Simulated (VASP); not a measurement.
These are PBE GGA + U (Dudarev), VASP's PBE PAW potentials (set 64) (plane waves; VASP) values and carry that method's errors.

Input for VASP

File POSCAR:
```
CoGa
1.0
  2.9003230000   0.0000000000   0.0000000000
  0.0000000000   2.8067550000   0.0000000000
  0.0000000000   0.0000000000   2.9057460000
Ga Co
1 1
Cart
  1.4501615000   1.4033775000   1.4528730000
  0.0449811094   0.0000000000   0.0000000000
```

**KPOINTS**
```
Automatic mesh
0
Gamma
11 12 11
0 0 0
```

### INCAR
```
SYSTEM = CoGa
PREC = Accurate
ENCUT = 400
EDIFF = 1E-6
NELM = 100
ALGO = Normal
LREAL = .FALSE.
LASPH = .TRUE.
ISMEAR = 1
SIGMA = 0.1
GGA = PE
LMAXMIX = 4
LWAVE = .FALSE.
LCHARG = .FALSE.
ISIF = 2
LDAU = .TRUE.
LDAUTYPE = 2
LDAUL = -1 2
LDAUU = 0 2.0
LDAUJ = 0 0
LDAUPRINT = 1
LORBIT = 10
```

POTCAR, in this order: Ga_d Co (PBE.64 set). Program: vasp_std.

The resulting files:

**OSZICAR**
```
       N       E                     dE             d eps       ncg     rms          rms(c)
DAV:   1     0.896886333719E+02    0.89689E+02   -0.93024E+03  8151   0.223E+03
DAV:   2    -0.503954394660E+01   -0.94728E+02   -0.92701E+02  7805   0.323E+02
DAV:   3    -0.929842229300E+01   -0.42589E+01   -0.42458E+01  8939   0.749E+01
DAV:   4    -0.936030961218E+01   -0.61887E-01   -0.61877E-01 10116   0.838E+00
DAV:   5    -0.936184751472E+01   -0.15379E-02   -0.15379E-02  9330   0.113E+00    0.866E+00
DAV:   6    -0.993522505895E+01   -0.57338E+00   -0.14593E+01  8282   0.523E+01    0.870E+00
DAV:   7    -0.869157002583E+01    0.12437E+01   -0.60849E+00  7777   0.383E+01    0.197E+00
DAV:   8    -0.867860340344E+01    0.12967E-01   -0.18978E-01  9570   0.510E+00    0.538E-01
DAV:   9    -0.867662504903E+01    0.19784E-02   -0.13604E-02 10493   0.202E+00    0.133E-01
DAV:  10    -0.867684790809E+01   -0.22286E-03   -0.84334E-04 10350   0.371E-01    0.660E-02
DAV:  11    -0.867693972294E+01   -0.91815E-04   -0.16227E-04 10876   0.131E-01    0.161E-02
DAV:  12    -0.867693808766E+01    0.16353E-05   -0.15695E-05 10011   0.585E-02    0.414E-03
DAV:  13    -0.867693794636E+01    0.14130E-06   -0.13146E-06  4909   0.129E-02
   1 F= -.86769379E+01 E0= -.86766347E+01  d E =-.909657E-03
```

**OUTCAR**
```
------------------------ aborting loop because EDIFF is reached ----------------------------------------
  FORCE on cell =-STRESS in cart. coord.  units (eV):
  Direction    XX          YY          ZZ          XY          YZ          ZX
  --------------------------------------------------------------------------------------
  Total       -0.3998175      0.2353290     -0.3490583      0.0000000      0.0000000      0.0000000
  in kB      -27.0809504     15.9396058    -23.6428580      0.0000000      0.0000000      0.0000000
  external PRESSURE =     -11.5947342 kB  Pullay stress =       0.0000000 kB
  volume of cell :       23.65
      direct lattice vectors                 reciprocal lattice vectors
     2.900323000  0.000000000  0.000000000     0.344789184  0.000000000  0.000000000
     0.000000000  2.806755000  0.000000000     0.000000000  0.356283324  0.000000000
     0.000000000  0.000000000  2.905746000     0.000000000  0.000000000  0.344145703
 POSITION                                       TOTAL-FORCE (eV/Angst)
 -----------------------------------------------------------------------------------
      1.45016      1.40338      1.45287         0.274139      0.000000      0.000000
      0.04498      0.00000      0.00000        -0.274139      0.000000      0.000000
 -----------------------------------------------------------------------------------
    total drift:                                0.000228      0.000000     -0.000005
  FREE ENERGIE OF THE ION-ELECTRON SYSTEM (eV)
  ---------------------------------------------------
  free  energy   TOTEN  =        -8.6769379464 eV

  energy  without entropy=       -8.6760282893  energy(sigma->0) =       -8.67663473

 total charge

# of ion       s       p       d       tot
------------------------------------------
    1        0.846   0.880  10.054  11.780
    2        0.383   0.453   7.591   8.427
--------------------------------------------------
tot          1.229   1.333  17.645  20.207
```
(Selected blocks of OUTCAR.)

The compound is CoGa in the CsCl type structure. The cell was not relaxed at this level, atoms are displaced from their ideal sites. The run is one of a series of settings (LDAU = .TRUE., LDAUJ = 0 0, LDAUL = -1 2, LDAUTYPE = 2, LDAUU = 0 2.0 against the base run), some of them coarse on purpose. The run is not spin-polarised, so no magnetic state was tried.
